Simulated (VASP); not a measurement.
These are PBE GGA, VASP's PBE PAW potentials (set 64) (plane waves; VASP) values and carry that method's errors.

VASP input:

**KPOINTS**
```
Automatic mesh
0
Gamma
5 5 5
0 0 0
```

POSCAR:
```
SnTe
4.3750680
  0.0000000000   0.7071067238   0.7071067238
  0.7071067238   0.0000000000   0.7071067238
  0.7071067238   0.7071067238   0.0000000000
Sn Te
1 1
Direct
  0.0000000000   0.0000000000   0.0000000000
  0.5000000000   0.5000000000   0.5000000000
```

**INCAR**
```
ALGO = Normal
EDIFF = 1E-6
ENCUT = 300
GGA = PE
ISIF = 2
ISMEAR = -1
LASPH = .TRUE.
LCHARG = .FALSE.
LMAXMIX = 4
LREAL = .FALSE.
LWAVE = .FALSE.
NELM = 100
PREC = Accurate
SIGMA = 0.01
SYSTEM = SnTe
```

POTCAR, in this order: Sn_d Te (PBE.64 set). Program: vasp_std.

Output of the run:

**OSZICAR**
```
       N       E                     dE             d eps       ncg     rms          rms(c)
DAV:   1     0.105819487920E+03    0.10582E+03   -0.74040E+03   286   0.124E+03
DAV:   2     0.147401556230E+01   -0.10435E+03   -0.10322E+03   286   0.298E+02
DAV:   3    -0.730864052091E+01   -0.87827E+01   -0.87702E+01   382   0.881E+01
DAV:   4    -0.749912580446E+01   -0.19049E+00   -0.19046E+00   318   0.139E+01
DAV:   5    -0.750688764141E+01   -0.77618E-02   -0.77618E-02   414   0.261E+00    0.592E+00
DAV:   6    -0.746926172615E+01    0.37626E-01   -0.89467E-02   404   0.229E+00    0.370E+00
DAV:   7    -0.747002715470E+01   -0.76543E-03   -0.44124E-02   348   0.122E+00    0.583E-01
DAV:   8    -0.746945955000E+01    0.56760E-03   -0.72036E-03   334   0.759E-01    0.192E-01
DAV:   9    -0.746957328605E+01   -0.11374E-03   -0.37893E-04   334   0.215E-01    0.625E-02
DAV:  10    -0.746957697427E+01   -0.36882E-05   -0.29921E-05   368   0.600E-02    0.317E-02
DAV:  11    -0.746957739220E+01   -0.41793E-06   -0.10804E-05   310   0.376E-02    0.383E-03
DAV:  12    -0.746957707137E+01    0.32083E-06   -0.14891E-06   188   0.171E-02
   1 F= -.74695771E+01 E0= -.74695771E+01  d E =-.123352E-12
```

**OUTCAR**
```
------------------------ aborting loop because EDIFF is reached ----------------------------------------
  FORCE on cell =-STRESS in cart. coord.  units (eV):
  Direction    XX          YY          ZZ          XY          YZ          ZX
  --------------------------------------------------------------------------------------
  Total        1.8626662      1.8626662      1.8626662      0.0000000      0.0000000      0.0000000
  in kB       50.3971871     50.3971871     50.3971871      0.0000000      0.0000000      0.0000000
  external PRESSURE =      50.3971871 kB  Pullay stress =       0.0000000 kB
  volume of cell :       59.22
      direct lattice vectors                 reciprocal lattice vectors
     0.000000000  3.093640000  3.093640000    -0.161621908  0.161621908  0.161621908
     3.093640000  0.000000000  3.093640000     0.161621908 -0.161621908  0.161621908
     3.093640000  3.093640000  0.000000000     0.161621908  0.161621908 -0.161621908
 POSITION                                       TOTAL-FORCE (eV/Angst)
 -----------------------------------------------------------------------------------
      0.00000      0.00000      0.00000        -0.000000     -0.000000     -0.000000
      3.09364      3.09364      3.09364         0.000000      0.000000      0.000000
 -----------------------------------------------------------------------------------
    total drift:                               -0.000000      0.000000      0.000000
  FREE ENERGIE OF THE ION-ELECTRON SYSTEM (eV)
  ---------------------------------------------------
  free  energy   TOTEN  =        -7.4695770714 eV

  energy  without entropy=       -7.4695770714  energy(sigma->0) =       -7.46957707
```
(Selected blocks of OUTCAR.)

At this cut-off the stress carries a Pulay error, which pulls relaxed volumes low.

The structure is a typed SnTe crystal (Fm-3m). The cell was not relaxed at this level.
